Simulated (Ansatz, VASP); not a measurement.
**Cross-check of SnTe between VASP and Ansatz**

Wanted: the spread between two codes on one cell, functional and k mesh. The cell is taken from a series of runs on this material, whose earlier steps may have relaxed, scaled, displaced or heated it; both programs get it as it stands.

Program: Ansatz 0.2.0. Level of theory: plane waves, with VASP 6.6.1 beside it; zone-centre phonons at PBEsol. Results are calculated unless marked as measured.

**1. The starting structure**

It takes space group R-3m (No. 166, trigonal). Conventional cell: a = 4.624 Å, b = 4.624 Å, c = 10.444 Å, α = 90.00°, β = 90.00°, γ = 120.00°. Sn has 6 Te at 3.19 Å nearest. Nearest to Te lie 6 Sn at 3.19 Å. Farther neighbours and most contacts between anions are not listed.

As a file:

```
Sn Te
1.0
    -0.16991    3.09998    3.09998
     3.09998   -0.16991    3.09998
     3.09998    3.09998   -0.16991
Sn Te
1 1
Direct
  0.00000 0.00000 0.00000
  0.50000 0.50000 0.50000
```

**2. VASP: zone-centre phonons, PBEsol**

Second derivatives magnify differences that forces hide, and they need a tight electronic threshold.

Lines of VASP's logs that name or quote its potential files are left out, and so is its time.

File INCAR:

```
SYSTEM = SnTe
PREC = Accurate
ENCUT = 500
EDIFF = 1E-08
NELM = 120
ISMEAR = 0
SIGMA = 0.01
LREAL = .FALSE.
ALGO = Normal
GGA = PS
NBANDS = 16
LORBIT = 11
LWAVE = .FALSE.
LCHARG = .FALSE.
ISIF = 2
IBRION = 8
LASPH = .TRUE.
GGA_COMPAT = .FALSE.
KPAR = 2
```

File POSCAR:

```
SnTe
1.0
   -0.1699134867      3.0999828053      3.0999828053
    3.0999828053     -0.1699134867      3.0999828053
    3.0999828053      3.0999828053     -0.1699134867
Sn Te
1 1
Direct
    0.0000000000      0.0000000000      0.0000000000
    0.5000000000      0.5000000000      0.5000000000
```

File KPOINTS:

```
Automatic mesh
0
Gamma
12 12 12
0 0 0
```

PAW data sets: Sn_d and Te (PBE family, release 64).

Started as:

```console
> mpirun -np 2 vasp_std
```

Numbers of over 12 decimals in the logs are rounded to 6 here.

Log:

```text
[banner, memory and clock lines left out]
running    2 mpi-ranks, on    1 nodes
 distrk:  each k-point on    1 cores,    2 groups
 distr:  one band on    1 cores,    1 groups

 POSCAR found type information on POSCAR SnTe
 POSCAR found :  2 types and       2 ions
|                                                                             |
|               ----> ADVICE to this user running VASP <----                  |
|                                                                             |
|     You enforced a specific xc type in the INCAR file but a different       |
|     [... a line on the potential file left out ...]
|     I HOPE YOU KNOW WHAT YOU ARE DOING!                                     |
|                                                                             |

 LDA part: xc-table for (Slater+PW92), standard interpolation
 POSCAR, INCAR and KPOINTS ok, starting setup
 FFT: planning ... GRIDC
 FFT: planning ... GRID_SOFT
 FFT: planning ... GRID
 WAVECAR not read
 entering main loop
       N       E                     dE             d eps       ncg     rms          rms(c)
DAV:   1     0.121109497724E+03    0.12111E+03   -0.94048E+03  6088   0.138E+03
DAV:   2     0.164864796894E+01   -0.11946E+03   -0.11703E+03  6672   0.346E+02
DAV:   3    -0.809737662222E+01   -0.97460E+01   -0.97120E+01  7608   0.873E+01
DAV:   4    -0.835767304765E+01   -0.26030E+00   -0.26025E+00  7464   0.155E+01
DAV:   5    -0.836919864907E+01   -0.11526E-01   -0.11526E-01  9064   0.297E+00    0.431E+00
DAV:   6    -0.830278531107E+01    0.66413E-01   -0.15669E-01  8552   0.300E+00    0.270E+00
DAV:   7    -0.830042986328E+01    0.23554E-02   -0.49916E-02  8000   0.130E+00    0.789E-01
DAV:   8    -0.830007748370E+01    0.35238E-03   -0.67848E-03  7640   0.705E-01    0.141E-01
DAV:   9    -0.830012137408E+01   -0.43890E-04   -0.66367E-04  8600   0.225E-01    0.310E-02
DAV:  10    -0.830010641195E+01    0.14962E-04   -0.69554E-05  7896   0.729E-02    0.227E-02
DAV:  11    -0.830010609889E+01    0.31306E-06   -0.30661E-05  8224   0.440E-02    0.240E-02
DAV:  12    -0.830010604208E+01    0.56810E-07   -0.19994E-06  7088   0.912E-03    0.128E-02
DAV:  13    -0.830010591700E+01    0.12508E-06   -0.64205E-08  8664   0.190E-03    0.888E-03
DAV:  14    -0.830010579452E+01    0.12248E-06   -0.25311E-07  8208   0.536E-03    0.767E-04
DAV:  15    -0.830010576807E+01    0.26451E-07   -0.18660E-08  6320   0.707E-04    0.612E-04
DAV:  16    -0.830010578630E+01   -0.18233E-07   -0.60943E-10  3944   0.311E-04    0.155E-04
DAV:  17    -0.830010579492E+01   -0.86152E-08   -0.57176E-10  3776   0.310E-04
   1 F= -.83001058E+01 E0= -.83000969E+01  d E =-.178639E-04
 Linear response reoptimize wavefunctions to high precision
DAV:   1    -0.830010579587E+01   -0.94951E-09   -0.69057E-11  4048   0.760E-05
DAV:   2    -0.830010579585E+01    0.12733E-10   -0.16584E-11  3696   0.379E-05
 Linear response DOF=           2
 Linear response progress:
  Degree of freedom:   1/  2
       N       E                     dE             d eps       ncg     rms          rms(c)
RMM:   1    -0.215647205555E+00   -0.21565E+00    0.27212E-01 18413   0.103E+01
RMM:   2    -0.220731513179E+00   -0.50843E-02   -0.12258E-02 27235   0.871E-01    0.770E-02
RMM:   3    -0.220564468690E+00    0.16704E-03   -0.98019E-04 30073   0.248E-01    0.413E-02
RMM:   4    -0.220261918615E+00    0.30255E-03   -0.86580E-05 30112   0.745E-02    0.890E-03
RMM:   5    -0.220243204563E+00    0.18714E-04   -0.81073E-06 30998   0.231E-02    0.383E-03
RMM:   6    -0.220247454513E+00   -0.42499E-05   -0.12128E-06 30589   0.786E-03    0.142E-03
RMM:   7    -0.220248398117E+00   -0.94360E-06   -0.34694E-07 31324   0.305E-03    0.704E-04
RMM:   8    -0.220245501712E+00    0.28964E-05    0.15612E-07 30288   0.136E-03    0.102E-04
RMM:   9    -0.220245841714E+00   -0.34000E-06    0.39239E-07 31977   0.597E-04    0.232E-04
RMM:  10    -0.220245699110E+00    0.14260E-06    0.38843E-07 32046   0.286E-04    0.183E-04
RMM:  11    -0.220245724128E+00   -0.25019E-07    0.36883E-07 33660   0.145E-04    0.248E-04
RMM:  12    -0.220245376240E+00    0.34789E-06    0.20375E-07 30408   0.106E-04    0.141E-04
RMM:  13    -0.220245268381E+00    0.10786E-06    0.97033E-08 31880   0.566E-05    0.752E-05
RMM:  14    -0.220245231174E+00    0.37207E-07    0.46510E-08 32429   0.311E-05    0.595E-05
RMM:  15    -0.220245136174E+00    0.95001E-07    0.26307E-08 29632   0.246E-05    0.193E-05
RMM:  16    -0.220245097005E+00    0.39169E-07    0.14687E-08 31782   0.183E-05    0.255E-06
RMM:  17    -0.220245091883E+00    0.51223E-08    0.88960E-09 26109   0.135E-05    0.309E-07
 first order change of Fermi-energy   0.94196E-04
 force on displaced ion       1 direction 1 :   0.158  -0.296  -0.296
 Linear response progress:
  Degree of freedom:   2/  2
       N       E                     dE             d eps       ncg     rms          rms(c)
RMM:   1    -0.470461639860E-01   -0.47046E-01    0.67841E-02 33123   0.842E-01
RMM:   2    -0.476828728540E-01   -0.63671E-03   -0.19466E-03 28795   0.209E-01    0.597E-02
RMM:   3    -0.478582526613E-01   -0.17538E-03   -0.15391E-04 29202   0.594E-02    0.456E-02
RMM:   4    -0.481200687024E-01   -0.26182E-03   -0.23765E-05 28922   0.305E-02    0.599E-03
RMM:   5    -0.481336573710E-01   -0.13589E-04   -0.10293E-06 29845   0.725E-03    0.308E-03
RMM:   6    -0.481315227460E-01    0.21346E-05   -0.10569E-07 29231   0.213E-03    0.654E-04
RMM:   7    -0.481307959401E-01    0.72681E-06   -0.32401E-08 29936   0.495E-04    0.137E-04
RMM:   8    -0.481307587761E-01    0.37164E-07   -0.44395E-08 29496   0.172E-04    0.276E-05
RMM:   9    -0.481306506078E-01    0.10817E-06    0.22910E-07 31109   0.533E-05    0.177E-05
RMM:  10    -0.481307236114E-01   -0.73004E-07    0.10689E-07 31587   0.182E-05    0.328E-06
RMM:  11    -0.481307010139E-01    0.22597E-07    0.38910E-08 29839   0.102E-05    0.803E-07
RMM:  12    -0.481307049199E-01   -0.39060E-08   -0.24786E-08 24551   0.605E-06    0.436E-07
 first order change of Fermi-energy   0.10549E-03
 force on displaced ion       2 direction 1 :   0.151  -0.297  -0.297
 Linear response finished
```

From OUTCAR (step 2):

```text
ion  position               nearest neighbor table
   1  0.000  0.000  0.000-   2 3.19   2 3.19   2 3.19   2 3.19   2 3.19   2 3.19
   2  0.500  0.500  0.500-   1 3.19   1 3.19   1 3.19   1 3.19   1 3.19   1 3.19

  LATTYP: Found a trigonal (rhomboedric) cell.
 ALAT       =     4.3873291852
 COS(alpha) =     0.4445211658

 Subroutine GETGRP returns: Found 12 space group operations
 (whereof 12 operations were pure point group operations)

The static configuration has the point symmetry D_3d.

 Found    189 irreducible k-points:

   k-points           NKPTS =    189   k-points in BZ     NKDIM =    189   number of bands    NBANDS=     16

   dimension x,y,z NGX =    32 NGY =   32 NGZ =   32
   dimension x,y,z NGXF=    64 NGYF=   64 NGZF=   64

   ENCUT  =  500.0 eV  36.75 Ry    6.06 a.u.   8.00  8.00  8.00*2*pi/ulx,y,z

   NELECT =      20.0000    total number of electrons

 k-points in reciprocal lattice and weights: Automatic mesh
   0.00000000  0.00000000  0.00000000       0.001
   0.08333333  0.00000000  0.00000000       0.003
   0.16666667  0.00000000 -0.00000000       0.003
   0.25000000 -0.00000000 -0.00000000       0.003
   0.33333333  0.00000000 -0.00000000       0.003
   0.41666667 -0.00000000 -0.00000000       0.003
   0.50000000 -0.00000000 -0.00000000       0.002
   0.08333333  0.08333333  0.00000000       0.003
   0.16666667  0.08333333  0.00000000       0.007
[...]
-0.41666667  0.50000000  0.41666667       0.003
   0.50000000  0.50000000  0.50000000       0.001

 average (electrostatic) potential at core
       1-100.7905       2 -87.9829

  Total       -0.6575305     -0.6575305     -0.6575305      0.3287086      0.3287086      0.3287086
  in kB      -16.3394509    -16.3394509    -16.3394509      8.1683167      8.1683167      8.1683167
  external PRESSURE =     -16.3394509 kB  Pullay stress =       0.0000000 kB

  energy-cutoff  :      500.00
  volume of cell :       64.47
      direct lattice vectors                 reciprocal lattice vectors
    -0.169913487  3.099982805  3.099982805    -0.148601382  0.157218714  0.157218714
     3.099982805 -0.169913487  3.099982805     0.157218714 -0.148601382  0.157218714
     3.099982805  3.099982805 -0.169913487     0.157218714  0.157218714 -0.148601382

 POSITION                                       TOTAL-FORCE (eV/Angst)
 -----------------------------------------------------------------------------------
      0.00000      0.00000      0.00000         0.000000      0.000000      0.000000
      3.01503      3.01503      3.01503        -0.000000     -0.000000     -0.000000
 -----------------------------------------------------------------------------------
    total drift:                                0.000000     -0.000000     -0.000000

 Eigenvectors and eigenvalues of the dynamical matrix
 ----------------------------------------------------

   1 f  =    1.319375 THz     8.289876 2PiTHz   44.009606 cm-1     5.456493 meV
             X         Y         Z           dx          dy          dz
      0.000000  0.000000  0.000000     0.413715    0.413715    0.413715
      3.015026  3.015026  3.015026    -0.402707   -0.402707   -0.402707

   2 f  =    0.004529 THz     0.028456 2PiTHz    0.151068 cm-1     0.018730 meV
             X         Y         Z           dx          dy          dz
      0.000000  0.000000  0.000000    -0.227271   -0.334190    0.561462
      3.015026  3.015026  3.015026    -0.237228   -0.348831    0.586059

   3 f  =    0.004529 THz     0.028456 2PiTHz    0.151068 cm-1     0.018730 meV
             X         Y         Z           dx          dy          dz
      0.000000  0.000000  0.000000     0.517105   -0.455375   -0.061730
      3.015026  3.015026  3.015026     0.539759   -0.475325   -0.064434

   4 f/i=    0.006026 THz     0.037865 2PiTHz    0.201019 cm-1     0.024923 meV
             X         Y         Z           dx          dy          dz
      0.000000  0.000000  0.000000     0.402707    0.402707    0.402707
      3.015026  3.015026  3.015026     0.413715    0.413715    0.413715

   5 f/i=    1.339160 THz     8.414189 2PiTHz   44.669561 cm-1     5.538317 meV
             X         Y         Z           dx          dy          dz
      0.000000  0.000000  0.000000     0.297275    0.292308   -0.589584
      3.015026  3.015026  3.015026    -0.284798   -0.280040    0.564838

   6 f/i=    1.339160 THz     8.414189 2PiTHz   44.669561 cm-1     5.538317 meV
             X         Y         Z           dx          dy          dz
      0.000000  0.000000  0.000000    -0.509161    0.512028   -0.002868
      3.015026  3.015026  3.015026     0.487791   -0.490538    0.002747

 ELASTIC MODULI CONTR FROM IONIC RELAXATION (kBar)
 Direction    XX          YY          ZZ          XY          YZ          ZX
 --------------------------------------------------------------------------------
 XX           0.0000      0.0000      0.0000      0.0000      0.0000      0.0000
 YY           0.0000      0.0000      0.0000      0.0000      0.0000      0.0000
 ZZ           0.0000      0.0000      0.0000      0.0000      0.0000      0.0000
 XY           0.0000      0.0000      0.0000      0.0000      0.0000      0.0000
 YZ           0.0000      0.0000      0.0000      0.0000      0.0000      0.0000
 ZX           0.0000      0.0000      0.0000      0.0000      0.0000      0.0000
 --------------------------------------------------------------------------------
```

**3. Ansatz: zone-centre phonons, PBEsol**

Ansatz runs on its PAW soft_1 files.

The same cell, functional, mesh and smearing now go to Ansatz, which takes its cutoff from its data sets.

File input.yaml:

```yaml
crystal:
  lattice:
    - [-0.1699134867, 3.0999828053, 3.0999828053]
    - [3.0999828053, -0.1699134867, 3.0999828053]
    - [3.0999828053, 3.0999828053, -0.1699134867]
  atoms:
    - { symbol: Sn, position: [0.0, 0.0, 0.0] }
    - { symbol: Te, position: [0.5, 0.5, 0.5] }
kpoints:
  mp_grid: { grid: [12, 12, 12] }
hamiltonian:
  xc: pbesol
  pseudopotentials: { kind: paw, azcp: { folder: soft_1 }, xc_functional: pbe }
scf:
  occupations: { method: gaussian, width: 0.01 }
output:
  eigenvalues: true
phonons:
  method: dfpt
```

Started as:

```console
> ansatz run input.yaml --threads 4 --pin off --max-ram 10240MiB --backend cpu --events-out ev --progress --plain --runs-dir out
```

Log:

```text
Engine: ansatz 0.2.0, x86_64-unknown-linux-gnu
Pseudopotentials: kind: paw
Pseudopotential: Sn, paw, valence charge 14, recommended cutoff 420 eV (normal), soft_1/Sn.paw.azcp
Pseudopotential: Te, paw, valence charge 16, recommended cutoff 420 eV (normal), soft_1/Te.paw.azcp
Functional definition: PBEsol
  exchange = pbesol_x
  correlation = pbesol_c
Crystal: 2 atoms, lattice volume = 64.475 Å³
Basis set: ecut = 420 eV, 1277 PW (Γ), exchange–correlation on 60×60×60 points (8 copies of the dense FFT grid, shifted against one another)
Bands: 19, of which v1, the nominal top of the filled ones, is band 15 counted from 1 (14 counted from 0)
Symmetry: 12 space group operations
k-points: 476 of 1728 (irreducible under 2 space group operations, time reversal used)
Non-local potential: Sn, projectors of the file, l = 0: 2, l = 1: 2, l = 2: 2, l = 3: 1
Non-local potential: Te, projectors of the file, l = 0: 2, l = 1: 2, l = 2: 2, l = 3: 1
PAW form: soft (Blöchl's): semilocal exchange-correlation on the pseudo side does not see the compensation charge
PAW frozen core: Sn, regenerated for the run's functional, and the local potential with it (the file was generated under x = pbe(κ = 0.804, μ = 0.219515), c = pbe(β = 0.066725))
PAW frozen core: Te, regenerated for the run's functional, and the local potential with it (the file was generated under x = pbe(κ = 0.804, μ = 0.219515), c = pbe(β = 0.066725))
PAW one-centre angular grid: Sn, 590 points (default); XC on 64 Gauss nodes
PAW one-centre angular grid: Te, 590 points (default); XC on 64 Gauss nodes
Initial density: superposition of atomic densities (chi_scale 0.1, normalization cell, long waves kept (reshape's long-wave potential 0.00 eV rms))
Initial wavefunctions: pseudopotential atomic-orbital guess
Functional: x = pbesol(κ = 0.804, μ = 0.123457), c = pbesol(β = 0.046)
SCF iter   1: F=—  HF=-12851.978471 eV  |F-HF|=—  |Δ(HF+E_count)|=         —  Δρ=1.08e-2  dr2=8.61e-2  ethr=3.10e-3  ⟨swp⟩=7.6  Hψ=52632  notcnv=0
preconditioner: auto → none  [insulator: Δε(μ)=0.141 eV  Ē_g=8.512 eV  σ=0.010 eV  W_gap=0.67  n_scr=14 (ndim 8)  ℏωp=14.6 eV  f_vac=0.000  D(μ)=0.36/eV (n_scr^D=0)  ε∞_Penn≈4.0]
SCF iter   2: F=—  HF=-12851.969058 eV  |F-HF|=—  |Δ(HF+E_count)|=   9.41e-3  Δρ=5.40e-3  dr2=2.19e-2  ethr=2.87e-4  ⟨swp⟩=2.0  Hψ=14793  notcnv=0  defer=2
SCF iter   3: F=—  HF=-12851.968164 eV  |F-HF|=—  |Δ(HF+E_count)|=   8.94e-4  Δρ=3.82e-4  dr2=4.87e-5  ethr=7.29e-5  ⟨swp⟩=3.2  Hψ=14134  notcnv=0  defer=2
SCF iter   4: F=—  HF=-12851.968187 eV  |F-HF|=—  |Δ(HF+E_count)|=   2.31e-5  Δρ=1.13e-4  dr2=3.22e-6  ethr=1.62e-7  ⟨swp⟩=2.1  Hψ=17022  notcnv=0  defer=2
SCF iter   5: F=—  HF=-12851.968191 eV  |F-HF|=—  |Δ(HF+E_count)|=   3.38e-6  Δρ=1.50e-5  dr2=9.73e-8  ethr=1.07e-8  ⟨swp⟩=2.0  Hψ=16183  notcnv=0  defer=2
SCF iter   6: F=—  HF=-12851.968191 eV  |F-HF|=—  |Δ(HF+E_count)|=   8.91e-8  Δρ=3.11e-6  dr2=4.65e-9  ethr=3.24e-10  ⟨swp⟩=2.0  Hψ=16183  notcnv=0  defer=2
SCF iter   7: F=—  HF=-12851.968191 eV  |F-HF|=—  |Δ(HF+E_count)|=  2.36e-11  Δρ=5.66e-7  dr2=1.49e-10  ethr=1.55e-11  ⟨swp⟩=2.0  Hψ=13803  notcnv=0  defer=2
SCF iter   8: F=—  HF=-12851.968191 eV  |F-HF|=—  |Δ(HF+E_count)|=  6.37e-11  Δρ=1.87e-7  dr2=2.13e-11  ethr=1.00e-12  ⟨swp⟩=7.7  Hψ=52239  notcnv=0
SCF iter   9: F=-12851.968191 eV  HF=-12851.968191 eV  |F-HF|=3.64e-12  |Δ(HF+E_count)|=  1.09e-11  Δρ=2.65e-8  dr2=2.78e-13  ethr=1.00e-12  ⟨swp⟩=6.1  Hψ=39226  notcnv=0
SCF 1 converged in 9 iterations: F = -12851.968191 eV  dr2 = 2.78e-13
  greatest PAW one-centre occupation: 0.998 electrons in one spin orbital (limit 2), on the Te atom at site 1 (counted from 0), in its partial waves of l = 2
DFPT response loops at Γ: preconditioner auto → Kerker (q_TF=auto, 2.402 Å⁻¹) (partly filled bands, converged f_vac=0.007); β = 1.00, the filter's whole step (`scf.mixing.beta` (0.50) is not read by the response loops under this deck's `scf.mixing.preconditioner`; to damp them name `kerker` or `kerker_dos`, under which they read `scf.mixing.beta`, and type it under 1.00, their step now; both keys bind the ground state too); Broyden in place of MSR1
SCF converged after 9 iterations
Free energy (F): -12851.968191 eV
Harris-Foulkes:  -12851.968191 eV  (|F-HF|=3.64e-12)
Internal energy: -12851.968173 eV  (E = F + TS)
E sigma→0 (E₀):  -12851.968182 eV
Entropy (-TS):   -0.000018 eV (-0.009 meV/atom)
Fermi energy:    9.014178 eV
--- Per-component energies (eV) ---
  E_band       = -367.510015
  E_kinetic    = 338.376716
  E_local      = -2727.397538  (includes V_loc(G=0)·N_el)
  E_nonlocal   = 215.370374
  E_hartree    = 1352.905092
  E_xc         = -245.913404
  E_vxc        = -181.726104  (∫ρ·V_xc dr)
  E_paw        = -8888.252057  (= ΣΔE_a)
  E_vpaw       = -717.944000  (= ΣTr[D̂ρ^β])
  E_aug_tail   = 0.000381  (compensation charges beyond the density's cutoff)
  E_ewald      = -2897.717388
  E_core_change = 0.659651  (= ΣΔE_core)
  E_smearing   = -0.000018  (= −TS)
  E_closure    = -0.000000  (closes the sum)
  Σ components = -12851.968191   (vs F -12851.968191, Δ=0.00e0)
--- Band table (eV; the first three rows and the last of 476) ---
  k-point 0: bands = [... 11 lower, 4.2066, 6.8351, 6.8351, 7.5148, 12.2297, 12.4796, 12.4796, 13.5717]
  k-point 1: bands = [... 11 lower, 3.8889, 6.8556, 7.0707, 7.5135, 11.9232, 12.1442, 12.1968, 13.6765]
  k-point 2: bands = [... 11 lower, 3.1815, 6.9180, 7.4356, 7.6261, 11.2728, 11.4497, 11.6247, 13.8602]
  k-point 475: bands = [... 11 lower, 1.1478, 7.1255, 7.1255, 8.6690, 8.6696, 9.1482, 9.1482, 17.0119]
--- Phonons (Γ-DFPT): 2 representative perturbations + reference, on 476 of 1728 k-points (Σ response iterations 6) ---
  k mesh reduced under 2 symmetry operations, with k and −k counted as one. Each operation leaves every solved perturbation unchanged. A smaller set is not used because it would not reduce the number of displacements times k-points to solve
  ASR residual: 4.943e-5 → 0.000e0 eV/Å²; symmetrization residual: 9.893e-6 eV/Å²
  ASR residual per site (eV/Å²): 3.85e-5 4.94e-5
  Γ frequencies (cm⁻¹): -46.28 -46.28 0.00 0.00 0.00 42.58
  non-analytic LO–TO correction: not included (Born effective charges unavailable; polar crystals: no LO–TO splitting at Γ)
```

In the SCF lines HF is the Harris–Foulkes energy and dr2 the Hartree energy of the density residual, in eV; the loop may stop once dr2 is under the threshold and the program's other checks hold. Hψ counts applications of the Hamiltonian.

**4. Side by side**

Known differences besides the potentials themselves: the data sets hold 30 valence electrons in Ansatz (on its PAW soft_1 files) and 20 in VASP; the cutoff is 420 eV in Ansatz and 500 eV in VASP; Ansatz makes its cores anew for this functional, VASP keeps those of its PBE data sets. Total energies have different zeros and are not compared.

Compared:

```
                                                   quantity  Ansatz   VASP  difference
optical mode 1 to 2 (imaginary, printed as negative) (cm⁻¹)   -46.3  -44.7        -1.6
                                      optical mode 3 (cm⁻¹)    42.6   44.0        -1.4
```

Modes are paired by rising frequency, not by their patterns, so a pair may set unlike modes beside each other; they are those without the splitting of longitudinal modes.

**5. Outcome**

```
r.m.s. difference of the optical zone-centre modes, each program's sorted by frequency (zone-centre phonons, PBEsol) : 1.6 cm⁻¹
```

In words: The r.m.s. difference of the optical zone-centre modes, each program's sorted by frequency is 1.6 cm⁻¹ (zone-centre phonons, PBEsol). The data sets hold unlike numbers of valence electrons (30 in Ansatz and 20 in VASP), so part of the differences comes from the potentials. How closely two codes agree says nothing of how well the functional describes the real material.

[Lines on the potential files, build, host, timing and source positions are cut from VASP's logs without a mark.]

[Logs are printed without paths, hosts, clocks, repeated set-up lines and the standing remarks that a program may print on its own settings, such as how far it seeks lower states.]

[Hosts, paths, dates, database ids (printed as entryN), source tags and the programs' standing remarks are cut or masked in the printed files.]
